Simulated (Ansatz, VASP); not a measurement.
**One calculation of Sr3N, two programs**

```
CELL_PARAMETERS angstrom
5.31487 0.00000 0.00000
0.00000 5.31487 0.00000
0.00000 0.00000 5.31487
ATOMIC_POSITIONS crystal
Sr 0.00000 0.00000 0.50000
Sr 0.50000 0.00000 0.00000
Sr 0.00000 0.50000 0.00000
N 0.00000 0.00000 0.00000
```

Alike in both runs: functional PBE; k mesh 10 × 10 × 10; occupations gaussian, width 0.1 eV; no spin polarisation.

Ansatz relaxed the structure, and its values are those at the end. VASP's run is a single point on that final structure, the one shown.

|  | VASP | Ansatz |
| --- | --- | --- |
| version | VASP 6.6.1 | Ansatz 0.2.0 |
| potentials or method | VASP PAW PBE potentials, release 64 (Sr_sv, N) | scalar-relativistic, plane waves, PAW |
| plane-wave cutoff (eV) | 520 | 420 |
| valence electrons in the cell | 35 | 35 |

```csv
,VASP,Ansatz,Ansatz less VASP
gap on the k mesh at the Fermi level (eV),none,none,-
pressure (GPa),0.1,0.0,-0.15
```

A gap of «none» marks a metal or a gap that the smearing closes.
